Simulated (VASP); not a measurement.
Data:

```
CELL_PARAMETERS angstrom
      5.66746     0.00000     0.00000
      2.83373     4.00750     0.00000
      0.00000     0.00000    19.83433
ATOMIC_POSITIONS crystal
  Fe 0.75000 0.50000 0.35052
  Fe 0.25000 0.50000 0.35052
  Fe 0.75000 0.00000 0.35032
  Fe 0.25000 0.00000 0.34949
  Fe 0.00249 0.00000 0.45089
  Fe 0.49751 0.00000 0.45089
  Fe 0.99981 0.50037 0.45161
  Fe 0.50019 0.49963 0.45161
  Fe 0.75000 0.50000 0.55514
  Fe 0.25000 0.50000 0.55514
  Fe 0.75000 0.00000 0.55058
  Fe 0.25000 0.00000 0.55538
  Fe 0.95496 0.00000 0.65363
  Fe 0.54504 0.00000 0.65363
  Fe 0.01637 0.46726 0.65715
  Fe 0.48363 0.53274 0.65715
  C  0.25000 0.00000 0.68554
```
Starting moments (μB, in the order of the record's atoms Fe Fe Fe Fe Fe Fe Fe Fe Fe Fe Fe Fe Fe Fe Fe Fe C): 2.5 2.5 2.5 2.5 2.5 2.5 2.5 2.5 2.5 2.5 2.5 2.5 2.5 2.5 2.5 2.5 0.0.

Computed with PBE GGA, VASP's PBE PAW potentials (set 64) (plane waves; VASP). Run with PREC = Normal, 400 eV cut-off, 6×7×1 Γ-centred mesh, first-order Methfessel-Paxton smearing of 0.10 eV, potentials Fe C.

Q: Estimate the cell moment, energy per atom (σ→0), band gap (on the k-mesh) with the smallest direct gap where there is one.

A: 
| Quantity | Value |
|---|---|
| band gap (on the k-mesh) | none (metal, semimetal or under 0.01 eV) |
| cell moment | 38.14 μB |
| energy per atom (σ→0) | -7.889 eV/atom |

Q: Give the moment on each site (PAW-sphere projection).

A: 
| site | moment (μB) |
|---|---|
| Fe1 | 2.60 |
| Fe2 | 2.60 |
| Fe3 | 2.59 |
| Fe4 | 2.61 |
| Fe5 | 2.37 |
| Fe6 | 2.37 |
| Fe7 | 2.41 |
| Fe8 | 2.41 |
| Fe9 | 2.44 |
| Fe10 | 2.44 |
| Fe11 | 2.22 |
| Fe12 | 2.50 |
| Fe13 | 1.81 |
| Fe14 | 1.81 |
| Fe15 | 2.39 |
| Fe16 | 2.39 |
| C17 | -0.17 |

The cell is a thin slab with vacuum, built from Fe (bcc): (110) face, C adsorbed.
